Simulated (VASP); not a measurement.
Wanted: the native input for a VASP 6.6.1 run.

| Property | Result |
| --- | --- |
| Task | single point |
| Functional | LDA |
| Potentials or basis | VASP PAW LDA potentials, release 64 (Ti_sv, Si) |
| Cutoff | 520 eV |
| k mesh | 18 × 18 × 12 |
| Occupations | gaussian, width 0.15 eV |
| Spin | no spin polarisation |
| Dipole correction | no |
| Further INCAR settings | ALGO = Fast; EDIFF = 1e-06; NBANDS = 15 |

The structure of TiSi lies in POSCAR:

```
TiSi
1.0
    1.8161780000     -2.1176240000      0.0000000000
    1.8161780000      2.1176240000      0.0000000000
    0.0000000000      0.0000000000      3.8039340000
Ti Si
1 1
Direct
    0.5000000000      0.5000000000      0.0000000000
    0.0000000000      0.0000000000      0.5000000000
```

The cell comes from a database or a generator and needn't be the stable form of this composition.

One way to write it, as run:

INCAR

```
SYSTEM = TiSi
  ALGO = Fast
  EDIFF = 1E-6
  ENCUT = 520
  GGA = CA
  ISIF = 2
  ISMEAR = 0
  LASPH = .TRUE.
  LCHARG = .FALSE.
  LREAL = .FALSE.
  LWAVE = .FALSE.
  NBANDS = 15
  NELM = 100
  PREC = Accurate
  SIGMA = 0.15
```

KPOINTS

```
k-points
0
G
  18 18 12
  0 0 0
```

Potentials or basis: VASP PAW LDA potentials, release 64 (Ti_sv, Si).

Run with:

```bash
$ cat potpaw_LDA.64/Ti_sv/POTCAR potpaw_LDA.64/Si/POTCAR > POTCAR
$ mpirun -np 1 vasp_std > vasp.out
```

Results of the run:

- Pressure: -7.7 GPa
- Band gap on the k mesh: none (metal or under the smearing width)

Wall time 10 min on 1 thread of AMD EPYC 7R43 64-Core Processor (Zen 3) (shared host), peak memory 0.33 GiB.
